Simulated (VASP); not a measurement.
## Ge: band structure with PBE+D3(BJ)

**What was measured.**

“Electronic and optical properties of SixGe1-x-ySny alloys lattice-matched to Ge”, 2021, arxiv:2109.02782 reports, for a bulk crystal of Ge at 300 K: band gap 0.807 eV (direct).

Crystal: Ge.

```
CELL_PARAMETERS angstrom
0.00000 2.84915 2.84915
2.84915 0.00000 2.84915
2.84915 2.84915 0.00000
ATOMIC_POSITIONS crystal
Ge 0.00000 0.00000 0.00000
Ge 0.25000 0.25000 0.25000
```

| Quantity | Value |
| --- | --- |
| Program | VASP 6.6.1 |
| Task | band structure |
| Functional | PBE |
| Dispersion | D3(BJ) |
| Potentials or basis | VASP PAW PBE potentials, release 64 (Ge_d) |
| Cutoff | 520 eV |
| k mesh | 10 × 10 × 10 |
| Occupations | gaussian, width 0.03 eV |
| Spin | no spin polarisation |
| Further INCAR settings | ALGO = Normal; EDIFF = 1e-07; NBANDS = 21 |

```yaml
Pressure: -0.1 GPa
Band_gap_along_the_path: none (metal or under the smearing width)
Dispersion_energy_per_atom: -0.291 eV
```

Levels at the corners of the path, in eV from the Fermi level:
```csv
point,band 11,band 12,band 13,band 14,band 15,band 16,band 17,band 18
Γ,-12.62,-0.17,-0.01,-0.01,-0.01,2.54,2.54,2.54
X,-8.82,-8.82,-3.01,-3.01,0.77,0.77,9.33,9.33
X,-8.82,-8.82,-3.01,-3.01,0.77,0.77,9.33,9.33
W,-8.72,-8.72,-3.81,-3.81,4.23,4.23,4.70,4.70
W,-8.72,-8.72,-3.81,-3.81,4.23,4.23,4.70,4.70
K,-9.28,-8.23,-4.23,-2.58,1.17,4.04,7.08,7.27
K,-9.28,-8.23,-4.23,-2.58,1.17,4.04,7.08,7.27
Γ,-12.62,-0.17,-0.01,-0.01,-0.01,2.54,2.54,2.54
Γ,-12.62,-0.17,-0.01,-0.01,-0.01,2.54,2.54,2.54
L,-10.58,-7.51,-1.38,-1.38,0.11,3.73,3.73,7.11
L,-10.58,-7.51,-1.38,-1.38,0.11,3.73,3.73,7.11
U,-9.28,-8.23,-4.23,-2.58,1.17,4.04,7.08,7.27
U,-9.28,-8.23,-4.23,-2.58,1.17,4.04,7.08,7.27
W,-8.72,-8.72,-3.81,-3.81,4.23,4.23,4.70,4.70
W,-8.72,-8.72,-3.81,-3.81,4.23,4.23,4.70,4.70
L,-10.58,-7.51,-1.38,-1.38,0.11,3.73,3.73,7.11
L,-10.58,-7.51,-1.38,-1.38,0.11,3.73,3.73,7.11
K,-9.28,-8.23,-4.23,-2.58,1.17,4.04,7.08,7.27
U,-9.28,-8.23,-4.23,-2.58,1.17,4.04,7.08,7.27
X,-8.82,-8.82,-3.01,-3.01,0.77,0.77,9.33,9.33
```

Core levels (eV, on the scale of the bands):
| atom | levels |
| --- | --- |
| 1 Ge | 1s -10950.3, 2s -1362.1, 2p -1188.9, 3s -159.0, 3p -106.1 |
| 2 Ge | 1s -10950.3, 2s -1362.1, 2p -1188.9, 3s -159.0, 3p -106.1 |

It took 110 s on 1 thread of AMD EPYC 7R13 Processor (Zen 3) (shared host), peak memory 0.18 GiB.

Measured gap of Ge: 0.807 eV (direct; 300 K; “Electronic and optical properties of SixGe1-x-ySny alloys lattice-matched to Ge”, 2021, arxiv:2109.02782). This calculation gives 0.00 eV (-0.81 eV). 3 values of this kind are on record (0.666 to 0.807 eV); this one was drawn at random among those near their median. Spin-orbit coupling on Ge is left out. The value is that of PBE+D3(BJ), without temperature or zero-point motion. Semilocal functionals fall short of measured gaps as a rule.

Caveat: pairwise dispersion overbinds metals, which lowers pressure and volume; this crystal is a semiconductor, whose small gap the functional closes, so the metal is an error of the method.
